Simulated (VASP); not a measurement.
```xyz
5
Lattice="3.8607 0.0000 0.0000 0.0000 3.8607 0.0000 0.0000 0.0000 3.8607" Properties=species:S:1:pos:R:3 pbc="T T T"
Sr     0.0000     0.0000     0.0000
Ti     1.9303     1.9303     1.9303
O      1.9303     0.0000     1.9303
O      0.0000     1.9303     1.9303
O      1.9303     1.9303     0.0000
```

These are PBE GGA, VASP's PBE PAW potentials (set 64) (plane waves; VASP 6.6.1) values and carry that method's errors. Run with 520 eV cut-off, 7×7×7 Γ-centred mesh, Gaussian smearing of 0.050 eV, potentials Sr_sv Ti_sv O.

Problem. The job: SrTiO3 (cubic perovskite), 5 atoms, PBE, static run, 520 eV, 7×7×7 Γ-centred mesh. Roughly how much core time does it take on a busy server core?

Solution. About 20 core-seconds (one run on a shared machine, a rough figure). It had 20 irreducible k-points, 24 bands, up to 1562 plane waves and 18 electronic steps.

The compound is SrTiO3 in the cubic perovskite structure, the ideal cubic form; the compound distorts at low or room temperature. This cell is one point of a volume scan, at 0.94 of the reference volume.
